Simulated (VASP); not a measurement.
# CdSe(110): relaxation, ionisation energy and affinity, part 3 of 3

Aim: ionisation energy and electron affinity of CdSe(110), from a slab and a bulk run lined up through core potentials. The cell is generated by rule, not measured, and may not be a known phase.

VASP 6.6.1, plane waves and PAW; the level of theory is named at each step.

So far. Step 3 (Relax the host again, on a new basis): The start already met the threshold, so nothing moved. Step 5 (Surface relaxation): The run ended after 19 ionic steps, 0.814 eV below its first step, once the forces on the free atoms met EDIFFG = -0.03.

### 6. Potential and states of the slab

Level of this step: PBE; plane waves and PAW (Cd, Se) (VASP).

A static run writes the electrostatic potential without exchange and correlation (LVHAR), which is flat in the vacuum and gives the level to count from. The dipole correction cancels the field that unlike faces would set up across the vacuum.

INCAR reads:

```
SYSTEM = CdSe
PREC = Normal
ENCUT = 320
EDIFF = 1E-06
NELM = 120
ISMEAR = 0
SIGMA = 0.03
LREAL = Auto
ALGO = Fast
GGA = PE
NBANDS = 100
LORBIT = 11
LWAVE = .FALSE.
LCHARG = .TRUE.
KPAR = 2
IDIPOL = 3
LDIPOL = .TRUE.
DIPOL = 0.5 0.5 0.5
LVHAR = .TRUE.
LVACPOTAV = .TRUE.
NEDOS = 1500
```

POSCAR reads:

```
CdSe
1.0
    4.3805363187      0.0000000000      0.0000000000
    0.0000000000      6.1950138724      0.0000000000
    0.0000000000      0.0000000000     33.5221452749
Cd Se
9 9
Direct
    0.0000000000      0.0527462922      0.2525058832
    0.5000000000      0.4830919786      0.2988898397
    0.0000000000      0.9927019530      0.3694792592
    0.5000000000      0.4934131944      0.4332308154
    0.0000000000      0.9979419791      0.5000000000
    0.5000000000      0.4934131944      0.5667691846
    0.0000000000      0.9927019530      0.6305207408
    0.5000000000      0.4830919786      0.7011101603
    0.0000000000      0.0527462922      0.7474941168
    0.0000000000      0.7351438091      0.3043262732
    0.5000000000      0.2543214553      0.2317655529
    0.0000000000      0.7449645605      0.4346629573
    0.5000000000      0.2449410876      0.3672837530
    0.0000000000      0.7449645605      0.5653370427
    0.5000000000      0.2494093593      0.5000000000
    0.0000000000      0.7351438091      0.6956737268
    0.5000000000      0.2449410876      0.6327162470
    0.5000000000      0.2543214553      0.7682344471
```

KPOINTS reads:

```
Automatic mesh
0
Gamma
6 4 1
0 0 0
```

KPOINTS_OPT reads:

```
Line mode
14
Line-mode
Reciprocal
  0.00000000   0.00000000   0.00000000 GAMMA
  0.50000000   0.00000000   0.00000000 X

  0.50000000   0.00000000   0.00000000 X
  0.50000000   0.50000000   0.00000000 S

  0.50000000   0.50000000   0.00000000 S
  0.00000000   0.50000000   0.00000000 Y

  0.00000000   0.50000000   0.00000000 Y
  0.00000000   0.00000000   0.00000000 GAMMA

  0.00000000   0.00000000   0.00000000 GAMMA
  0.50000000   0.50000000   0.00000000 S
```

PAW data sets: Cd and Se (PBE family, release 64).

Run with:

```
$ mpirun -np 4 vasp_std
```

The log of the run:

```text
[banner, memory and clock lines left out]
running    4 mpi-ranks, on    1 nodes
 distrk:  each k-point on    2 cores,    2 groups
 distr:  one band on    1 cores,    2 groups

 POSCAR found type information on POSCAR CdSe
 POSCAR found :  2 types and      18 ions
 LDA part: xc-table for (Slater+PW92), standard interpolation
 POSCAR, INCAR and KPOINTS ok, starting setup
 FFT: planning ... GRIDC
 FFT: planning ... GRID_SOFT
 FFT: planning ... GRID
 WAVECAR not read
 entering main loop
       N       E                     dE             d eps       ncg     rms          rms(c)
DAV:   1     0.936090456244E+03    0.93609E+03   -0.54713E+04  2544   0.920E+02
DAV:   2     0.256242100444E+02   -0.91047E+03   -0.88389E+03  2796   0.269E+02
DAV:   3    -0.502366185167E+02   -0.75861E+02   -0.75072E+02  2696   0.719E+01
DAV:   4    -0.523499105847E+02   -0.21133E+01   -0.21031E+01  2736   0.112E+01
DAV:   5    -0.523992199498E+02   -0.49309E-01   -0.49267E-01  2752   0.154E+00    0.171E+01
RMM:   6    -0.487536643365E+02    0.36456E+01   -0.74710E+00  2439   0.674E+00    0.141E+01
RMM:   7    -0.486301234396E+02    0.12354E+00   -0.40764E+00  2520   0.375E+00    0.304E+00
RMM:   8    -0.485471445518E+02    0.82979E-01   -0.27830E-01  2592   0.115E+00    0.138E+00
RMM:   9    -0.485494433649E+02   -0.22988E-02   -0.10831E-01  2668   0.694E-01    0.668E-01
RMM:  10    -0.485475915162E+02    0.18518E-02   -0.10484E-02  2777   0.355E-01    0.146E-01
RMM:  11    -0.485490166614E+02   -0.14251E-02   -0.34379E-03  2708   0.134E-01    0.125E-01
RMM:  12    -0.485488690213E+02    0.14764E-03   -0.69952E-04  2783   0.577E-02    0.224E-02
RMM:  13    -0.485490181196E+02   -0.14910E-03   -0.26160E-04  2774   0.303E-02    0.154E-02
RMM:  14    -0.485490879542E+02   -0.69835E-04   -0.56930E-05  2799   0.186E-02    0.332E-03
RMM:  15    -0.485491095966E+02   -0.21642E-04   -0.11891E-05  2279   0.636E-03    0.264E-03
RMM:  16    -0.485491323122E+02   -0.22716E-04   -0.42931E-06  2099   0.369E-03    0.998E-04
RMM:  17    -0.485491373632E+02   -0.50509E-05   -0.10789E-06  1893   0.185E-03    0.124E-03
RMM:  18    -0.485491427191E+02   -0.53559E-05   -0.56612E-07  1349   0.123E-03    0.427E-04
RMM:  19    -0.485491433730E+02   -0.65389E-06   -0.96152E-08  1375   0.896E-04
|                                                                             |
|           W    W    AA    RRRRR   N    N  II  N    N   GGGG   !!!           |
|           W    W   A  A   R    R  NN   N  II  NN   N  G    G  !!!           |
|           W    W  A    A  R    R  N N  N  II  N N  N  G       !!!           |
|           W WW W  AAAAAA  RRRRR   N  N N  II  N  N N  G  GGG   !            |
|           WW  WW  A    A  R   R   N   NN  II  N   NN  G    G                |
|           W    W  A    A  R    R  N    N  II  N    N   GGGG   !!!           |
|                                                                             |
|     Did not find any points to average over, which means that no vacuum     |
|     field-free region was found. Please increase the size of  your cell     |
|     in the dimension of the dipole correction to obtain accurate            |
|     workfunction values.                                                    |
|                                                                             |

   1 F= -.48549143E+02 E0= -.48549143E+02  d E =-.819055E-12
 Start KPOINTS_OPT (optional k-point list driver)
k-point batch [1-12\70]
       N       E                     dE             ncg
DAV:   1    -0.411883838798E+04   -0.18229E+05     2584
DAV:   2    -0.149083803507E+05   -0.10790E+05     2768
DAV:   3    -0.157633289238E+05   -0.85495E+03     2724
DAV:   4    -0.157881377223E+05   -0.24809E+02     2712
DAV:   5    -0.157887742556E+05   -0.63653E+00     2712
DAV:   6    -0.157887949343E+05   -0.20679E-01     2720
DAV:   7    -0.157887958791E+05   -0.94480E-03     2728
DAV:   8    -0.157887959172E+05   -0.38101E-04     2304
DAV:   9    -0.157887959193E+05   -0.21032E-05     1872
DAV:  10    -0.157887959194E+05   -0.14528E-06     1568
[...]
k-point batch [61-70\70]
       N       E                     dE             ncg
DAV:   1    -0.321321334523E+04   -0.28336E+05     2208
DAV:   2    -0.119981557531E+05   -0.87849E+04     2292
DAV:   3    -0.126610844268E+05   -0.66293E+03     2240
DAV:   4    -0.126795046649E+05   -0.18420E+02     2304
DAV:   5    -0.126799669803E+05   -0.46232E+00     2304
DAV:   6    -0.126799825978E+05   -0.15618E-01     2288
DAV:   7    -0.126799832666E+05   -0.66885E-03     2312
DAV:   8    -0.126799832973E+05   -0.30717E-04     1920
DAV:   9    -0.126799832988E+05   -0.14716E-05     1600
DAV:  10    -0.126799832989E+05   -0.12556E-06     1384
```

The job ended after 8.4 min (4 MPI ranks of AMD EPYC 7R43, shared host; peak memory 1.6 GiB; 33 min of CPU time).

OUTCAR, selected parts (step 6):

```text
   NELECT =     162.0000    total number of electrons

 E-fermi :  -1.8877

 k-point     1 :       0.0000    0.0000    0.0000
  band No.  band energies     occupation
    ...
     77      -2.1886      2.00000
     78      -2.1753      2.00000
     79      -2.1217      2.00000
     80      -2.0750      2.00000
     81      -2.0238      2.00000
     82      -1.1297      0.00000
     83      -0.4769      0.00000
     84       0.1545      0.00000
     85       0.7451      0.00000
     86       1.1942      0.00000
    ...

  Total       -0.8924930     -0.4263686     -0.5121201      0.0000000      0.0000000      0.0000000
  in kB       -1.5718606     -0.7509214     -0.9019470      0.0000000      0.0000000      0.0000000
  external PRESSURE =      -1.0749097 kB  Pullay stress =       0.0000000 kB

 POSITION                                       TOTAL-FORCE (eV/Angst)
 -----------------------------------------------------------------------------------
      0.00000      0.32676      8.46454        -0.000000      0.022035      0.004242
      2.19027      2.99276     10.01943        -0.000000      0.003618     -0.001126
      0.00000      6.14980     12.38574         0.000000     -0.001846      0.014526
      2.19027      3.05670     14.52283        -0.000000     -0.013166      0.011277
      0.00000      6.18226     16.76107        -0.000000     -0.007538      0.000000
      2.19027      3.05670     18.99932        -0.000000     -0.013166     -0.011277
      0.00000      6.14980     21.13641         0.000000     -0.001846     -0.014526
      2.19027      2.99276     23.50272        -0.000000      0.003618      0.001126
      0.00000      0.32676     25.05761        -0.000000      0.022035     -0.004242
      0.00000      4.55423     10.20167        -0.000000     -0.002046      0.005138
      2.19027      1.57552      7.76928        -0.000000      0.013559     -0.015561
      0.00000      4.61507     14.57083        -0.000000     -0.015073      0.012787
      2.19027      1.51741     12.31214         0.000000      0.011278      0.012410
      0.00000      4.61507     18.95131        -0.000000     -0.015073     -0.012787
      2.19027      1.54509     16.76107        -0.000000     -0.029178      0.000000
      0.00000      4.55423     23.32048        -0.000000     -0.002046     -0.005138
      2.19027      1.51741     21.21001         0.000000      0.011278     -0.012410
      2.19027      1.57552     25.75287        -0.000000      0.013559      0.015561
 -----------------------------------------------------------------------------------
    total drift:                               -0.000000     -0.009060     -0.000033

  FREE ENERGIE OF THE ION-ELECTRON SYSTEM (eV)
  ---------------------------------------------------
  free  energy   TOTEN  =       -48.5491433730 eV

  energy  without entropy=      -48.5491433730  energy(sigma->0) =      -48.54914337

 vacuum level on the upper side and lower side of the slab         3.625         3.625

[... 9 parts as in an earlier step ...]

[... 9 further parts left out ...]
```

This step gave:

```
electronic cycles                                 : 19
Fermi energy                                      : -1.888 eV
least gap on mesh and path                        : 0.8940 eV
least direct gap on mesh and path                 : 0.8940 eV
vacuum levels                                     : 3.639, 3.639 eV
ionisation potentials of the upper and lower face : 5.663, 5.663 eV
electron affinities of the upper and lower face   : 4.769, 4.769 eV
```

Electronic bands along the path, in eV, zero at the valence-band top; v1 is the highest filled band, c1 the lowest empty one:

| point | v4 | v3 | v2 | v1 | c1 | c2 | c3 | c4 |
| --- | --- | --- | --- | --- | --- | --- | --- | --- |
| Γ | -0.15 | -0.10 | -0.05 | 0.00 | 0.89 | 1.55 | 2.18 | 2.77 |
| 0.46 of the way | -0.62 | -0.62 | -0.48 | -0.28 | 2.21 | 2.56 | 2.99 | 3.42 |
| X | -1.10 | -0.85 | -0.80 | -0.68 | 2.81 | 2.90 | 3.50 | 3.53 |
| 0.54 of the way | -0.87 | -0.86 | -0.72 | -0.64 | 2.85 | 2.98 | 3.01 | 3.33 |
| S | -0.80 | -0.76 | -0.59 | -0.58 | 2.42 | 2.55 | 2.82 | 3.24 |
| 0.46 of the way | -0.69 | -0.65 | -0.53 | -0.52 | 2.94 | 2.95 | 3.19 | 3.36 |
| Y | -0.62 | -0.60 | -0.52 | -0.52 | 2.37 | 2.39 | 2.50 | 2.64 |
| 0.54 of the way | -0.27 | -0.26 | -0.24 | -0.23 | 1.75 | 1.91 | 2.17 | 2.50 |
| Γ | -0.15 | -0.10 | -0.05 | 0.00 | 0.89 | 1.55 | 2.18 | 2.77 |
| 0.46 of the way | -0.59 | -0.56 | -0.34 | -0.34 | 2.28 | 2.70 | 3.12 | 3.40 |
| S | -0.80 | -0.76 | -0.59 | -0.58 | 2.42 | 2.55 | 2.82 | 3.24 |

Of the projections kept (Cd, Se), the largest for each band there; the rest of the weight can lie on other orbitals:

| point | v4 | v3 | v2 | v1 | c1 | c2 | c3 | c4 |
| --- | --- | --- | --- | --- | --- | --- | --- | --- |
| Γ | Se 0.84 | Se 0.82 | Se 0.82 | Se 0.83 | Se 0.53 | Se 0.60 | Se 0.58 | Se 0.53 |
| X | Se 0.85 | Se 0.81 | Se 0.86 | Se 0.85 | Cd 0.63 | Cd 0.61 | Cd 0.63 | Cd 0.59 |
| S | Se 0.81 | Se 0.82 | Se 0.84 | Se 0.85 | Cd 0.67 | Cd 0.60 | Cd 0.61 | Cd 0.52 |
| Y | Se 0.79 | Se 0.80 | Se 0.83 | Se 0.83 | Cd 0.62 | Cd 0.64 | Cd 0.56 | Cd 0.55 |
| Γ | Se 0.84 | Se 0.82 | Se 0.82 | Se 0.83 | Se 0.53 | Se 0.60 | Se 0.58 | Se 0.53 |
| S | Se 0.81 | Se 0.82 | Se 0.84 | Se 0.85 | Cd 0.67 | Cd 0.60 | Cd 0.61 | Cd 0.52 |

The planar average of the electrostatic potential oscillates, so the rows of the table below give means over windows of 2.23 Å about each position, cut where the curve ends. Its maxima inside the range that stand out by 2 % of the span (Å: eV): 8.9: 0.9, 11.3: 2.38, 13.4: 2.16, 15.6: 2.31, 17.9: 2.31, 20.1: 2.16, 22.2: 2.38, 24.6: 0.9. Its minima: 8.0: -2.24, 10.1: -3.20, 12.4: -2.89, 14.5: -2.94, 16.8: -2.90, 19.0: -2.94, 21.1: -2.89, 23.5: -3.20, 25.5: -2.24.

Zero at the Fermi level. The planar average of the electrostatic potential by height; means over each step:

| height (Å) | planar average of the electrostatic potential (eV) |
| --- | --- |
| 1.11 | 5.53 |
| 3.34 | 5.53 |
| 5.57 | 5.38 |
| 7.80 | 0.182 |
| 10.03 | -1.06 |
| 12.26 | -0.535 |
| 14.49 | -0.594 |
| 16.72 | -0.538 |
| 18.95 | -0.590 |
| 21.18 | -0.542 |
| 23.41 | -1.02 |
| 25.64 | 0.0658 |
| 27.87 | 5.34 |
| 30.10 | 5.53 |
| 32.33 | 5.53 |

Density of states in the PAW spheres, an atom over height of the layer and energy from the Fermi level.

Ten even steps from '_' (0.00 states/eV) to '@' (1.63 states/eV), each cell a mean:
```
________________________________
________________________________
________________________________
..____....____::....__....____..
++..__----____--..::__----__..++
@@....****....++----..****....@@
@@..::++**....**----..**++::..@@
##....****....##====..****....##
--....++**....**----..**++....--
--....==++....++----..++==....--
::....++==....==----..==++....::
..____::::____::....__::::____..
....__..________________..__....
....__..________________..__....
....__..____........____..__....
::::..::....__..____....::..::::
..::::--::::::::::::::::--::::..
....--==++====++++====++==--....
________________________________
________________________________
________________________________
________________________________
```
Columns: height of the layer (Å) from 7.8 to 25.8 (not evenly spaced); rows upwards: energy from the Fermi level (eV) from -4.9 to 0.5.

Valence density in the cb plane at fractional x = 0.000, with atoms of Cd and Se within 0.2 Å of it. It is the smooth field of the valence electrons, not physical close to the nuclei.

Ten steps, logarithmic in the rise over the least value, from '0' (0.0 e/Å³) to '9' (8.6 e/Å³), each cell a mean:
```
00000000000000000111246775333224699863333333
00000000000000000011124443444433577643444433
00000000000000000011112233455543344434454543
00000000000000000001111224543453222234542454
00000000000000000000111124530453211124541453
00000000000000000000011123454543211123454543
00000000000000000000011112344432111112344432
00000000000000000000011112233321111111233321
00000000000000000001111111122211111111122111
00000000000000000011111111111111111111111111
00000000000000000011111111111111111111111111
00000000000000000111111111111111111111111111
00000000000000000111122322111111111111111111
00000000000000000111235553211111223221111111
00000000000000000111257885311112355532111112
00000000000000000111369997421123578752111113
00000000000000000111368996422224699963221223
```
Columns run along c (16.0 Å, from fractional 0.00 to 0.48 of the cell), rows up along b (6.2 Å). Atoms in or near the plane, at fractional coordinates: Cd at (0.25, 0.05), Cd at (0.37, 0.99), Se at (0.30, 0.74), Se at (0.43, 0.74).

Electrostatic potential energy in the cb plane at fractional x = 0.000, with atoms of Cd and Se within 0.2 Å of it. With pseudopotentials it is smooth inside the atoms' cores, unlike the true potential.

Values in eV, 9 rows by 16 columns, each cell a mean:
```
  4   4   4   4   4   3   2  -3 -12  -6  -4  -7 -15  -7  -5  -4
  4   4   4   4   4   3   3   1  -1 -15 -31  -6  -6  -6 -32 -17
  4   4   4   4   4   3   3   3   2 -19 -31  -7   2  -5 -31 -20
  4   4   4   4   4   4   3   3   3  -5 -17   0   3   1 -13  -4
  4   4   4   4   4   4   4   3   3   2   1   3   3   3   2   2
  4   4   4   4   4   4   4   3   2   2   2   3   3   3   3   3
  4   4   4   4   4   4   3   1  -2   0   2   2   1   2   3   2
  4   4   4   4   4   4   3  -4 -14  -7   1  -2  -8  -2   2   1
  4   4   4   4   4   3   2  -7 -16  -9   1  -7 -15  -7   2  -2
```
Columns run along c (16.0 Å, from fractional 0.00 to 0.48 of the cell; values clipped at the 3rd and 97th percentile), rows up along b (6.2 Å). Atoms in or near the plane, at fractional coordinates: Cd at (0.25, 0.05), Cd at (0.37, 0.99), Se at (0.30, 0.74), Se at (0.43, 0.74).

The map of layer states is cut here 0.5 eV above the Fermi level, so it leaves out the states above that, and it starts at -5 eV, leaving out a taller peak below that would set the scale.

The vacuum level lies 5.66 eV above the highest filled level at the upper face; both faces agree, as the slab has next to no dipole.

The program found no field-free point at its default tolerance, and its printed vacuum level lies off the flat part of the planar average, by -0.01 eV at the upper face; the levels here are read from the flat part.

### 7. Lining up bulk and slab

This step: band edges against the vacuum, PBE; plane waves and PAW (VASP 6.6.1).

No new run; the numbers come from the runs before.

Numbers from this step:

| Property | Result |
| --- | --- |
| ionisation energy | 5.646 eV |
| offset spread | 0.01780 eV |
| bulk gap | 0.4882 eV |
| slab gap | 0.8940 eV |
| electron affinity | 5.158 eV |
| buckling | 0.6953 Å |
| tilt | 29.11 degree |
| surface energy, relaxed | 0.2694 J/m² |

The averaged core potentials of the four middle atoms lie -2.529 eV from those of the bulk run. The bulk valence top (0.522 eV), moved by that offset, is taken from the upper vacuum level (3.639 eV).

### 8. Results

| Property | Result |
| --- | --- |
| ionisation energy | 5.65 eV |
| electron affinity | 5.16 eV |
| buckling | 0.695 Å |
| surface energy, relaxed | 0.269 J/m² |

What this shows: The bulk valence-band top lies 5.65 eV below the vacuum of CdSe(110), and the conduction-band bottom 5.16 eV. The top layer buckles by 0.70 Å, a tilt of 29°, with Se outermost, as the anion takes the dangling-bond electrons and the cation flattens towards sp². The surface costs 0.27 J/m². The slab's least gap is 0.89 eV, against 0.49 eV in the bulk. Confinement widens it, surface states can narrow it, and the two gaps need not lie at the same wave vector; the faces' own affinities count to the slab's lowest empty state. The offsets of the four middle atoms spread by 0.02 eV; a shift common to all four would not show in it. One thickness was run. Semilocal band edges put the valence top too high and the gap too small. Spin-orbit coupling, left out here, would raise the valence top further.

[Lines on the potential files, build, host, timing and source positions are cut from VASP's logs without a mark.]

[Logs are printed without paths, hosts, clocks, repeated set-up lines and the standing remarks that a program may print on its own settings, such as how far it seeks lower states.]

[Hosts, paths, dates, database ids (printed as entryN), source tags and the programs' standing remarks are cut or masked in the printed files.]

[Runs that stopped without an error message from VASP are left out.]
